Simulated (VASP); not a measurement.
Output of a VASP run:

### OUTCAR
```
 ion  position               nearest neighbor table
   1  0.667  0.333  0.500-   4 1.89   4 1.89   4 1.89   3 1.90   2 3.07   2 3.07   2 3.07   2 3.07
                             2 3.07   2 3.07
   2  0.333  0.667  0.000-   3 1.89   3 1.89   3 1.89   4 1.90   1 3.07   1 3.07   1 3.07   1 3.07
                             1 3.07   1 3.07
   3  0.667  0.333  0.882-   2 1.89   2 1.89   2 1.89   1 1.90
   4  0.333  0.667  0.382-   1 1.89   1 1.89   1 1.89   2 1.90
  LATTYP: Found a hexagonal cell.
 ALAT       =     3.1099999950
 C/A-ratio  =     1.6012861762
 Subroutine PRICEL returns:
 Original cell was already a primitive cell.
 Subroutine GETGRP returns: Found 12 space group operations
The static configuration has the point symmetry C_3v.
 The point group associated with its full space group is C_6v.
The dynamic configuration has the point symmetry C_3v.
 Subroutine INISYM returns: Found 12 space group operations
 Subroutine IBZKPT returns following result:
 Found     36 irreducible k-points:

 Following reciprocal coordinates:
            Coordinates               Weight
  0.000000  0.000000  0.000000      1.000000
  0.111111 -0.000000  0.000000      6.000000
  0.222222  0.000000  0.000000      6.000000
  0.333333  0.000000  0.000000      6.000000
  0.444444  0.000000  0.000000      6.000000
  0.111111  0.111111  0.000000      6.000000
  0.222222  0.111111  0.000000     12.000000
  0.333333  0.111111  0.000000     12.000000
  0.444444  0.111111  0.000000      6.000000
  0.222222  0.222222  0.000000      6.000000
  0.333333  0.222222  0.000000     12.000000
  0.333333  0.333333  0.000000      2.000000
  0.000000  0.000000  0.200000      2.000000
  0.111111 -0.000000  0.200000     12.000000
  0.222222  0.000000  0.200000     12.000000
  0.333333  0.000000  0.200000     12.000000
  0.444444  0.000000  0.200000     12.000000
  0.111111  0.111111  0.200000     12.000000
  0.222222  0.111111  0.200000     24.000000
  0.333333  0.111111  0.200000     24.000000
  0.444444  0.111111  0.200000     12.000000
  0.222222  0.222222  0.200000     12.000000
  0.333333  0.222222  0.200000     24.000000
  0.333333  0.333333  0.200000      4.000000
  0.000000  0.000000  0.400000      2.000000
  0.111111 -0.000000  0.400000     12.000000
  0.222222  0.000000  0.400000     12.000000
  0.333333  0.000000  0.400000     12.000000
  0.444444  0.000000  0.400000     12.000000
  0.111111  0.111111  0.400000     12.000000
  0.222222  0.111111  0.400000     24.000000
  0.333333  0.111111  0.400000     24.000000
  0.444444  0.111111  0.400000     12.000000
  0.222222  0.222222  0.400000     12.000000
  0.333333  0.222222  0.400000     24.000000
  0.333333  0.333333  0.400000      4.000000
   k-points           NKPTS =     36   k-points in BZ     NKDIM =     36   number of bands    NBANDS=     12
   number of dos      NEDOS =    301   number of ions     NIONS =      4
   total plane-waves  NPLWV =  23040
   dimension x,y,z NGX =    24 NGY =   24 NGZ =   40
   dimension x,y,z NGXF=    48 NGYF=   48 NGZF=   80
   ions per type =               2   2
   PREC   = accura    normal or accurate (medium, high low for compatibility)
   ISTART =      0    job   : 0-new  1-cont  2-samecut
   ICHARG =      2    charge: 1-file 2-atom 10-const
   ISPIN  =      1    spin polarized calculation?
   LNONCOLLINEAR =      F non collinear calculations
   LSORBIT =      F    spin-orbit coupling
   INIWAV =      1    electr: 0-lowe 1-rand  2-diag
   ENCUT  =  520.0 eV  38.22 Ry    6.18 a.u.   5.78  5.78  9.26*2*pi/ulx,y,z
   NELM   =    100;   NELMIN=  2; NELMDL= -5     # of ELM steps
   EDIFF  = 0.1E-07   stopping-criterion for ELM
   LREAL  =      F    real-space projection
   NLSPLINE    = F    spline interpolate recip. space projectors
   LMAXMIX     =    2 max onsite mixed and CHGCAR
   VOSKOWN=      0    Vosko Wilk Nusair interpolation
   EDIFFG = 0.1E-06   stopping-criterion for IOM
   NSW    =      0    number of steps for IOM
...
```

**OSZICAR**
```
       N       E                     dE             d eps       ncg     rms          rms(c)
DAV:   1     0.510239253631E+02    0.51024E+02   -0.77498E+03   864   0.120E+03
DAV:   2    -0.304420363321E+02   -0.81466E+02   -0.73925E+02  1268   0.223E+02
DAV:   3    -0.344866930708E+02   -0.40447E+01   -0.40176E+01  1132   0.530E+01
DAV:   4    -0.345231250926E+02   -0.36432E-01   -0.36423E-01   984   0.575E+00
DAV:   5    -0.345236141947E+02   -0.48910E-03   -0.48909E-03  1092   0.694E-01    0.122E+01
DAV:   6    -0.297670752892E+02    0.47565E+01   -0.16952E+01  1032   0.316E+01    0.426E+00
DAV:   7    -0.297815419226E+02   -0.14467E-01   -0.65809E-01   968   0.641E+00    0.290E+00
DAV:   8    -0.297747564613E+02    0.67855E-02   -0.77983E-02   996   0.292E+00    0.479E-01
DAV:   9    -0.297699829435E+02    0.47735E-02   -0.20601E-02  1080   0.107E+00    0.240E-01
DAV:  10    -0.297705319103E+02   -0.54897E-03   -0.22353E-03  1024   0.364E-01    0.130E-01
DAV:  11    -0.297704641875E+02    0.67723E-04   -0.20419E-04  1024   0.115E-01    0.321E-02
DAV:  12    -0.297704659994E+02   -0.18119E-05   -0.80300E-06   960   0.291E-02    0.902E-03
DAV:  13    -0.297704657127E+02    0.28674E-06   -0.54357E-06  1048   0.173E-02    0.533E-03
DAV:  14    -0.297704656973E+02    0.15331E-07   -0.40963E-07  1032   0.575E-03    0.113E-03
DAV:  15    -0.297704657242E+02   -0.26811E-07   -0.32258E-08  1000   0.152E-03    0.202E-04
DAV:  16    -0.297704657205E+02    0.36173E-08   -0.10756E-09   508   0.309E-04
   1 F= -.29770466E+02 E0= -.29770466E+02  d E =-.347227E-11
```

OUTCAR:
```
------------------------ aborting loop because EDIFF is reached ----------------------------------------
  FORCE on cell =-STRESS in cart. coord.  units (eV):
  Direction    XX          YY          ZZ          XY          YZ          ZX
  --------------------------------------------------------------------------------------
  Total        1.0121941      1.0121941      0.9915665      0.0000000      0.0000000      0.0000000
  in kB       38.8770801     38.8770800     38.0848012      0.0000000      0.0000000      0.0000000
  external PRESSURE =      38.6129871 kB  Pullay stress =       0.0000000 kB
  volume of cell :       41.71
      direct lattice vectors                 reciprocal lattice vectors
     1.555000000 -2.693339000  0.000000000     0.321543408 -0.185643174  0.000000000
     1.555000000  2.693339000  0.000000000     0.321543408  0.185643174  0.000000000
     0.000000000  0.000000000  4.980000000     0.000000000  0.000000000  0.200803213
  FREE ENERGIE OF THE ION-ELECTRON SYSTEM (eV)
  ---------------------------------------------------
  free  energy   TOTEN  =       -29.7704657205 eV

  energy  without entropy=      -29.7704657205  energy(sigma->0) =      -29.77046572
```
(Selected blocks of OUTCAR.)

File POSCAR:
```
AlN
1
    1.5550000000    -2.6933390000     0.0000000000
    1.5550000000     2.6933390000     0.0000000000
    0.0000000000     0.0000000000     4.9800000000
Al N
2 2
Direct
  0.6666670000   0.3333330000   0.5000000000
  0.3333330000   0.6666670000   0.0000000000
  0.6666670000   0.3333330000   0.8820000000
  0.3333330000   0.6666670000   0.3820000000
```

### Question
Reconstruct the remaining input files.

### Answer
One answer among several that fit: the input of the run itself, PBE GGA, plane waves, VASP's PBE PAW potentials (set 64).

File KPOINTS:
```
kpoints
0
G
 9 9 5
0 0 0
```

INCAR:
```
# general
SYSTEM  =  AlN
PREC    =  Accurate
ENCUT   =  520
LREAL   =  F
LASPH   =  T

# electronic loop
EDIFF   =  1E-8
NELM    =  100
ALGO    =  Normal

# smearing
ISMEAR  =  0
SIGMA   =  0.05

# functional
GGA     =  PE

# ions
ISIF    =  2

# output
LWAVE   =  F
LCHARG  =  F
```

POTCAR, in this order: Al N (PBE.64 set). Program: vasp_std.

The compound is AlN in the wurtzite structure. The cell was not relaxed at this level. The run is one of a series of settings (EDIFF = 1E-8 against the base run), some of them coarse on purpose.
